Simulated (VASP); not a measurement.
These are PBE GGA with D4 dispersion, VASP's PBE PAW potentials (set 64) (plane waves; VASP 6.6.1) values and carry that method's errors.

The input files of a VASP run:

### INCAR
```
ALGO = Normal
EDIFF = 1E-7
ENCUT = 520
GGA = PE
ICHARG = 11
ISMEAR = 0
ISPIN = 2
IVDW = 13
LASPH = .TRUE.
LCHARG = .FALSE.
LMAXMIX = 4
LORBIT = 11
LREAL = .FALSE.
LWAVE = .FALSE.
MAGMOM = 4.5 -4.5 -0.0 0.0 0.0 -0.0
NELM = 100
PREC = Accurate
SIGMA = 0.05
SYSTEM = MnF2
```

**KPOINTS**
```
k-points along high-symmetry lines
8
Line-mode
Reciprocal
  0.000000   0.000000   0.000000 ! GAMMA
  0.500000   0.500000   0.000000 ! Y

  0.500000   0.500000   0.000000 ! Y
  0.500000   0.500000   0.000000 ! C_0

  0.500000  -0.500000   0.000000 ! SIGMA_0
  0.000000   0.000000   0.000000 ! GAMMA

  0.000000   0.000000   0.000000 ! GAMMA
  0.000000   0.000000   0.500000 ! Z

  0.000000   0.000000   0.500000 ! Z
  0.500000  -0.500000   0.500000 ! A_0

  0.500000   0.500000   0.500000 ! E_0
  0.500000   0.500000   0.500000 ! T

  0.500000   0.500000   0.500000 ! T
  0.500000   0.500000   0.000000 ! Y

  0.000000   0.000000   0.000000 ! GAMMA
  0.500000  -0.000000   0.000000 ! S

  0.500000  -0.000000   0.000000 ! S
  0.500000  -0.000000   0.500000 ! R

  0.500000  -0.000000   0.500000 ! R
  0.000000   0.000000   0.500000 ! Z

  0.000000   0.000000   0.500000 ! Z
  0.500000   0.500000   0.500000 ! T
```

File POSCAR:
```
MnF2
1
    4.8848969262    -0.0000000000     0.0000000000
    0.0000000000     4.8848969262     0.0000000000
    0.0000000000     0.0000000000     3.3197091013
Mn F
2 4
Direct
  0.0000000000   1.0000000000   0.0000000000
  0.5000000000   0.5000000000   0.5000000000
  0.3033658923   0.3033658923   1.0000000000
  0.8033658923   0.1966341077   0.5000000000
  0.1966341077   0.8033658923   0.5000000000
  0.6966341077   0.6966341077   0.0000000000
```

POTCAR, in this order: Mn_pv F (PBE.64 set). Program: vasp_std. Read from the step before: CHGCAR.

Output of the run:

### OUTCAR
```
 ion  position               nearest neighbor table
   1  0.000  0.000  0.000-   3 2.10   6 2.10   5 2.14   4 2.14   4 2.14   5 2.14
   2  0.500  0.500  0.500-   4 2.10   5 2.10   3 2.14   6 2.14   3 2.14   6 2.14
   3  0.303  0.303  0.000-   1 2.10   2 2.14   2 2.14
   4  0.803  0.197  0.500-   2 2.10   1 2.14   1 2.14
   5  0.197  0.803  0.500-   2 2.10   1 2.14   1 2.14
   6  0.697  0.697  0.000-   1 2.10   2 2.14   2 2.14
  LATTYP: Found a simple tetragonal cell.
 ALAT       =     4.8848969262
 C/A-ratio  =     0.6795863150
 Subroutine PRICEL returns:
 Original cell was already a primitive cell.
 Subroutine GETGRP returns: Found 16 space group operations
The static configuration has the point symmetry D_2h.
 The point group associated with its full space group is D_4h.
The dynamic configuration has the point symmetry D_2h.
The overall configuration has the point symmetry D_2h.
 Subroutine INISYM returns: Found 16 space group operations
   k-points           NKPTS =     88   k-points in BZ     NKDIM =     88   number of bands    NBANDS=     32
   number of dos      NEDOS =    301   number of ions     NIONS =      6
   total plane-waves  NPLWV =  36288
   dimension x,y,z NGX =    36 NGY =   36 NGZ =   28
   dimension x,y,z NGXF=    72 NGYF=   72 NGZF=   56
   ions per type =               2   4
   PREC   = accura    normal or accurate (medium, high low for compatibility)
...
```

File OSZICAR:
```
       N       E                     dE             d eps       ncg     rms          rms(c)
DAV:   1     0.665013686580E+03    0.66501E+03   -0.31922E+04 11624   0.192E+03
DAV:   2     0.224946614855E+02   -0.64252E+03   -0.61581E+03 12968   0.542E+02
DAV:   3    -0.378339468954E+02   -0.60329E+02   -0.59534E+02 12384   0.172E+02
DAV:   4    -0.393129685090E+02   -0.14790E+01   -0.14528E+01 12336   0.281E+01
DAV:   5    -0.393409578081E+02   -0.27989E-01   -0.27986E-01 12384   0.399E+00
DAV:   6    -0.393418110023E+02   -0.85319E-03   -0.85319E-03 12528   0.681E-01
DAV:   7    -0.393418475354E+02   -0.36533E-04   -0.36533E-04 12680   0.134E-01
DAV:   8    -0.393418493158E+02   -0.17804E-05   -0.17804E-05 12176   0.282E-02
DAV:   9    -0.393418494123E+02   -0.96547E-07   -0.96538E-07 10376   0.637E-03
   1 F= -.40269550E+02 E0= -.40269550E+02  d E =-.792437E-27  mag=     0.0000
```

OUTCAR:
```



 magnetization (x)

# of ion       s       p       d       tot
------------------------------------------
    1        0.017   0.015   4.506   4.538
    2       -0.017  -0.015  -4.506  -4.538
    3       -0.002  -0.027   0.000  -0.029
    4        0.002   0.027   0.000   0.029
    5        0.002   0.027   0.000   0.029
    6       -0.002  -0.027   0.000  -0.029
--------------------------------------------------
tot         -0.000   0.000   0.000  -0.000
```
(Selected blocks of OUTCAR.)

File OUTCAR:
```
 val. band max:        2.6322374869   @ k =   0.2857   0.2857   0.5000

 cond. band min:       4.8725319777   @ k =   0.0000   0.0000   0.0000



 spin component 1

 k-point     1 :       0.0000    0.0000    0.0000
  band No.  band energies     occupation
      1     -46.8248      1.00000
      2     -46.7543      1.00000
      3     -46.7528      1.00000
      4     -41.9010      1.00000
      5     -41.8341      1.00000
      6     -41.8324      1.00000
      7     -21.2630      1.00000
      8     -20.7564      1.00000
      9     -20.7422      1.00000
     10     -20.6886      1.00000
     11      -4.7044      1.00000
     12      -3.7392      1.00000
     13      -3.2767      1.00000
     14      -3.1681      1.00000
     15      -2.7470      1.00000
     16      -2.7302      1.00000
     17      -2.6954      1.00000
     18      -2.6754      1.00000
     19      -1.8083      1.00000
     20      -1.4347      1.00000
     21      -1.4205      1.00000
     22      -1.1273      1.00000
     23       0.9815      1.00000
     24       1.2277      1.00000
     25       1.3902      1.00000
     26       2.2793      1.00000
     27       2.5560      1.00000
     28       4.8725      0.00000
     29       5.2247      0.00000
     30       5.7195      0.00000
     31       5.7210      0.00000
     32       6.6522      0.00000

 k-point     2 :       0.0714    0.0714    0.0000
  band No.  band energies     occupation
      1     -46.8248      1.00000
      2     -46.7543      1.00000
      3     -46.7528      1.00000
      4     -41.9010      1.00000
      5     -41.8341      1.00000
      6     -41.8324      1.00000
      7     -21.2521      1.00000
      8     -20.7681      1.00000
      9     -20.7437      1.00000
     10     -20.6875      1.00000
     11      -4.6663      1.00000
     12      -3.7238      1.00000
     13      -3.2572      1.00000
     14      -3.1699      1.00000
     15      -2.7971      1.00000
...
```

The density is held fixed in this step, so its total energy and stress have no physical meaning.

The compound is MnF2 in the rutile structure. It was relaxed first.
